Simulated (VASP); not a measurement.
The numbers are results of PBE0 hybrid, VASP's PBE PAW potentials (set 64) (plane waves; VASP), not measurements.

The input files of a VASP run:

**POSCAR**
```
MgI2
4.1948410
  1.0000000000   0.0000000000   0.0000000000
 -0.4999998808   0.8660251962   0.0000000000
  0.0000000000   0.0000000000   1.6935824266
Mg I
1 2
direct
  0.0000000000   0.0000000000   0.0000000000
  0.3333330000   0.6666670000   0.2340800000
  0.6666670000   0.3333330000   0.7659200000
```

KPOINTS:
```
Automatic mesh
0
gamma
  2 2 1
0 0 0
```

**INCAR**
```
# general
SYSTEM    =  MgI2
PREC      =  Accurate
ENCUT     =  300   # plane-wave cut-off (eV)
LREAL     =  .FALSE.   # projection in real space or not
LASPH     =  .TRUE.   # aspherical one-centre terms
ISYM      =  3

# electronic loop
EDIFF     =  1E-6
NELM      =  100   # most electronic steps
ALGO      =  Normal   # blocked Davidson
LMAXMIX   =  4   # l cut-off of mixed one-centre charges

# smearing
ISMEAR    =  0   # Gaussian
SIGMA     =  0.01   # width (eV)

# functional
GGA       =  PE   # PBE
LHFCALC   =  .TRUE.
AEXX      =  0.25
HFRCUT    =  -1
PRECFOCK  =  Fast

# ions
ISIF      =  2   # forces and stress, cell fixed

# output
LWAVE     =  .FALSE.
LCHARG    =  .FALSE.
```

POTCAR, in this order: Mg I (PBE.64 set). Program: vasp_std.

Output

OSZICAR:
```
       N       E                     dE             d eps       ncg     rms          rms(c)
DAV:   1    -0.244340010794E+04   -0.24434E+04   -0.43430E+03    48   0.656E+02
DAV:   2    -0.251283193738E+04   -0.69432E+02   -0.61996E+02    76   0.125E+02
DAV:   3    -0.251750821717E+04   -0.46763E+01   -0.46613E+01    56   0.407E+01
DAV:   4    -0.251758363176E+04   -0.75415E-01   -0.75406E-01    56   0.714E+00
DAV:   5    -0.943736634551E+01    0.25081E+04   -0.70817E+00    48   0.166E+01    0.603E+00
DAV:   6    -0.925058147678E+01    0.18678E+00   -0.89395E-01    48   0.541E+00    0.600E+00
DAV:   7    -0.922571700533E+01    0.24864E-01   -0.15196E-01    52   0.219E+00    0.443E+00
DAV:   8    -0.922012961586E+01    0.55874E-02   -0.19268E-02    56   0.853E-01    0.287E+00
DAV:   9    -0.921690468933E+01    0.32249E-02   -0.25220E-03    56   0.369E-01    0.173E+00
DAV:  10    -0.921561890781E+01    0.12858E-02   -0.10570E-03    56   0.241E-01    0.993E-01
DAV:  11    -0.921522569200E+01    0.39322E-03   -0.38808E-04    52   0.147E-01    0.552E-01
DAV:  12    -0.921511367974E+01    0.11201E-03   -0.12636E-04    48   0.870E-02    0.304E-01
DAV:  13    -0.921508539995E+01    0.28280E-04   -0.46094E-05    52   0.536E-02    0.168E-01
DAV:  14    -0.921508127478E+01    0.41252E-05   -0.18345E-05    48   0.343E-02    0.924E-02
DAV:  15    -0.921508286096E+01   -0.15862E-05   -0.76219E-06    48   0.221E-02    0.510E-02
DAV:  16    -0.921508491449E+01   -0.20535E-05   -0.31627E-06    48   0.143E-02    0.282E-02
DAV:  17    -0.921508633940E+01   -0.14249E-05   -0.12276E-06    32   0.932E-03    0.160E-02
DAV:  18    -0.921508719139E+01   -0.85199E-06   -0.75061E-07    32   0.784E-03
   1 F= -.92150872E+01 E0= -.92150872E+01  d E =-.154035E-12
```

OUTCAR:
```
------------------------ aborting loop because EDIFF is reached ----------------------------------------
  FORCE on cell =-STRESS in cart. coord.  units (eV):
  Direction    XX          YY          ZZ          XY          YZ          ZX
  --------------------------------------------------------------------------------------
  Total        2.1373274      2.1373263     -2.3859347      0.0000003      0.0000000      0.0000000
  in kB       31.6299313     31.6299161    -35.3090282      0.0000044      0.0000000      0.0000000
  external PRESSURE =       9.3169397 kB  Pullay stress =       0.0000000 kB
  volume of cell :      108.26
      direct lattice vectors                 reciprocal lattice vectors
     4.194841000  0.000000000  0.000000000     0.238388058  0.137633410  0.000000000
    -2.097420000  3.632838000  0.000000000     0.000000000  0.275266885  0.000000000
     0.000000000  0.000000000  7.104309000     0.000000000  0.000000000  0.140759643
 POSITION                                       TOTAL-FORCE (eV/Angst)
 -----------------------------------------------------------------------------------
      0.00000      0.00000      0.00000        -0.000000      0.000000      0.000000
     -0.00000      2.42189      1.66298         0.000000      0.000000     -0.146451
      2.09742      1.21094      5.44133        -0.000000     -0.000000      0.146451
 -----------------------------------------------------------------------------------
    total drift:                               -0.000001     -0.000000      0.000000
  FREE ENERGIE OF THE ION-ELECTRON SYSTEM (eV)
  ---------------------------------------------------
  free  energy   TOTEN  =        -9.2150871914 eV

  energy  without entropy=       -9.2150871914  energy(sigma->0) =       -9.21508719

  exchange ACFDT corr.  =         0.00000000  see jH, gK, PRB 81, 115126
```
(Selected blocks of OUTCAR.)

The structure comes from a computed database's MgI2 entry; how it stands against other phases isn't given here. The cell was not relaxed at this level. The k-mesh is coarse (spacing up to 0.88 per Å, 2π included), so the numbers may not be converged in it. The run is one of a series of settings (KPOINTS 2×2×1 Γ-centred mesh against the base run), some of them coarse on purpose.
